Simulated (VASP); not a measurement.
Given:

```xyz
3
Lattice="1.8244 -3.1599 0.0000 1.8244 3.1599 0.0000 0.0000 0.0000 6.5061" Properties=species:S:1:pos:R:3 pbc="T T T"
Hf     0.0000     0.0000     0.0000
S      1.8244     1.0533     1.4417
S      1.8244    -1.0533     5.0644
```

These are PBE GGA, VASP's PBE PAW potentials (set 64) (plane waves; VASP) values and carry that method's errors. Numerical set-up: 520 eV cut-off, Gaussian smearing of 0.050 eV, potentials Hf_pv S.

Without a dispersion term in the relaxation, distances and binding between the weakly bound layers, chains or molecules are unreliable, and so is what depends on them. Unless said otherwise, spin-orbit coupling is left out, though it shifts the bands of the heavy elements here.

Task: Predict the band gap (along the path) with the smallest direct gap where there is one.

Result: 
```
Property                                Value
------------------------------------  -------
band gap (along the path)             1.25 eV
smallest direct gap (along the path)  2.08 eV
```

The absolute energy has meaning only against runs of the same code, potentials and settings.

The compound is HfS2 in the 1T layered structure. It was relaxed first, which changed the volume by +12 %.
